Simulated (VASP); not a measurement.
Input:

```
CELL_PARAMETERS angstrom
     -0.00214     5.60025     5.59599
      5.60025    -0.00214     5.59599
      2.79905     2.79905     0.00000
ATOMIC_POSITIONS crystal
  Si 0.00270 0.00270 0.99459
  Si 0.12230 0.12230 0.25541
  Ge 0.00167 0.49549 0.00285
  Ge 0.12333 0.62951 0.24715
  Ge 0.49549 0.00167 0.00285
  Ge 0.62951 0.12333 0.24715
  Ge 0.49985 0.49985 0.00030
  Ge 0.62515 0.62515 0.24970
```

The numbers are results of PBEsol GGA, VASP's PBE PAW potentials (set 64) (plane waves; VASP 6.6.1), not measurements. Run with 400 eV cut-off, Gaussian smearing of 0.050 eV, potentials Si Ge_d.

### Question
Predict the band gap (along the path) with the smallest direct gap where there is one.

### Answer

* **band gap (along the path)**: 0.16 eV
* **smallest direct gap (along the path)**: 0.16 eV

The absolute energy has meaning only against runs of the same code, potentials and settings.

The structure was generated: Ge6Si2 was put into an ordered model structure (Cmcm), which need not be its known phase. It was relaxed first.
